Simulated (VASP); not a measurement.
The system is PIr.

```
Ir P
1.0
     0.00000    2.46480    2.46480
     2.46480    0.00000    2.46480
     2.46480    2.46480    0.00000
Ir P
1 1
Cartesian
  0.0000 0.0000 0.0000
  2.4648 2.4648 2.4648
```

The cell comes from a database or a generator and needn't be the stable form of this composition.

Base run:

| Item | Value |
| --- | --- |
| Program | VASP 6.6.1 |
| Functional | PBE |
| Potentials or basis | VASP PAW PBE potentials, release 64 (Ir, P) |
| Cutoff | 520 eV |
| k mesh | 13 × 13 × 13 |
| Occupations | fermi-dirac, width 0.05 eV |
| Spin | no spin polarisation |

Its results: band gap on the k mesh none (metal or under the smearing width); pressure 0.4 GPa.

The run is repeated on the same cell with these changes: functional from PBE to PBEsol; further incar settings from ALGO = Fast; EDIFF = 1e-08; NBANDS = 14 to ALGO = Normal; EDIFF = 1e-08; NBANDS = 14. What comes out?

Band gap on the k mesh none (metal or under the smearing width); pressure -6.0 GPa.

Caveats: the PAW data sets were made with another functional, which shifts forces and pressure a little (some runs).
